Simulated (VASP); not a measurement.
OSZICAR of a VASP run on Dy (hcp):

File OSZICAR:
```
       N       E                     dE             d eps       ncg     rms          rms(c)
DAV:   1     0.143791987327E+03    0.14379E+03   -0.10636E+04  2730   0.157E+03
DAV:   2     0.669414077672E+02   -0.76851E+02   -0.75607E+02  2745   0.402E+02
DAV:   3     0.626094799843E+02   -0.43319E+01   -0.40909E+01  3862   0.542E+01
DAV:   4     0.624398557617E+02   -0.16962E+00   -0.16687E+00  3747   0.106E+01
DAV:   5     0.624350151774E+02   -0.48406E-02   -0.48097E-02  4072   0.151E+00    0.298E+01
DAV:   6     0.546047972835E+02   -0.78302E+01   -0.37051E+01  2730   0.684E+02    0.167E+01
DAV:   7     0.542297185697E+02   -0.37508E+00   -0.12523E+01  4644   0.378E+01    0.673E-01
DAV:   8     0.549007615167E+02    0.67104E+00   -0.11651E+01  2730   0.129E+01    0.669E-01
DAV:   9     0.548569768003E+02   -0.43785E-01   -0.16233E-02  3740   0.122E+00    0.502E-01
DAV:  10     0.548588504107E+02    0.18736E-02   -0.13933E-03  3105   0.339E-01    0.175E-01
DAV:  11     0.548563858580E+02   -0.24646E-02   -0.29833E-03  2825   0.469E-01    0.152E-01
DAV:  12     0.548552470252E+02   -0.11388E-02   -0.11761E-04  3713   0.104E-01    0.984E-02
DAV:  13     0.548549192856E+02   -0.32774E-03   -0.72079E-05  3070   0.615E-02    0.503E-02
DAV:  14     0.548543335952E+02   -0.58569E-03   -0.12541E-04  2815   0.125E-01    0.110E-02
DAV:  15     0.548543272192E+02   -0.63760E-05   -0.57626E-06  3440   0.243E-02    0.983E-03
DAV:  16     0.548543287960E+02    0.15768E-05   -0.83673E-07  3824   0.779E-03    0.667E-03
DAV:  17     0.548543285879E+02   -0.20814E-06   -0.43188E-06  3480   0.189E-02    0.455E-03
DAV:  18     0.548543287350E+02    0.14710E-06   -0.26635E-07  2349   0.579E-03    0.343E-03
DAV:  19     0.548543294643E+02    0.72933E-06   -0.22122E-07  2840   0.356E-03    0.462E-04
DAV:  20     0.548543283030E+02   -0.11613E-05   -0.21255E-07  1833   0.555E-03    0.115E-03
DAV:  21     0.548543283474E+02    0.44334E-07   -0.30401E-08  1500   0.224E-03
   1 F= 0.54854328E+02 E0= 0.54854328E+02  d E =0.000000E+00
       N       E                     dE             ncg
```

Question: Which electronic solver shows in the log?

Answer: It is blocked Davidson (ALGO = Normal, or the opening steps of other solvers). The INCAR had ALGO = Normal.

Question: Can the final energy be trusted as converged?

Answer: The run converged. It stopped with EDIFF = 1E-7, NELM = 100 (revTPSS meta-GGA, plane waves, VASP's PBE PAW potentials (set 64)). The 4f electrons are frozen in the core of the lanthanide potential, so 4f levels, which can set the real gap, and their magnetism are missing.

The compound is Dy in the hcp structure. It was relaxed first.
